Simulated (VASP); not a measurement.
An input for Ansatz (written as the equivalent of a VASP run, and not itself run):

Ansatz 0.2 input:
```yaml
crystal:
  lattice:
    - [-2.8237770, 2.8237770, 1.5406870]
    - [2.8237770, -2.8237770, 1.5406870]
    - [2.8237770, 2.8237770, -1.5406870]
  atoms:
    - { symbol: Hg, position: [0.7500000, 0.2500000, 0.5000000] }
    - { symbol: Hg, position: [0.0000000, 0.0000000, 0.0000000] }
kpoints:
  mp_grid: { grid: [8, 8, 8] }
hamiltonian:
  xc: pbesol
  pseudopotentials: { kind: paw }
scf:
  occupations: { method: gaussian, width: 0.1 }
  max_iter: 100
output: { forces: true, stress: true, eigenvalues: true }
```

Question: Translate this input to VASP (INCAR, KPOINTS, POSCAR, choice of POTCAR).

Answer: Several could match; the one computed here: 
### INCAR
```
! general
SYSTEM   =  Hg
PREC     =  Accurate
ENCUT    =  300
LREAL    =  .FALSE.
LASPH    =  .TRUE.

! electronic loop
EDIFF    =  1E-6
NELM     =  100
ALGO     =  Normal
LMAXMIX  =  6

! smearing
ISMEAR   =  0
SIGMA    =  0.1

! functional
GGA      =  PS

! ions
ISIF     =  2

! output
LWAVE    =  .FALSE.
LCHARG   =  .FALSE.
```

KPOINTS:
```
Automatic mesh
0
Gamma
8 8 8
0 0 0
```

File POSCAR:
```
Hg
1
   -2.8237770000     2.8237770000     1.5406870000
    2.8237770000    -2.8237770000     1.5406870000
    2.8237770000     2.8237770000    -1.5406870000
Hg
2
Direct
  0.7500000000   0.2500000000   0.5000000000
  0.0000000000   0.0000000000   0.0000000000
```

POTCAR, in this order: Hg (PBE.64 set). Program: vasp_std.

What does not carry over: each code has its own PAW files, so the cut-off isn't converted (ENCUT is set for VASP's; basis.ecutwfc is left out, and Ansatz then takes the one that its files recommend); Ansatz stops its SCF on the density residual and VASP on the energy change (EDIFF).

The structure was generated: Hg was put into an ordered model structure, which need not be its known phase. The cell was not relaxed at this level.
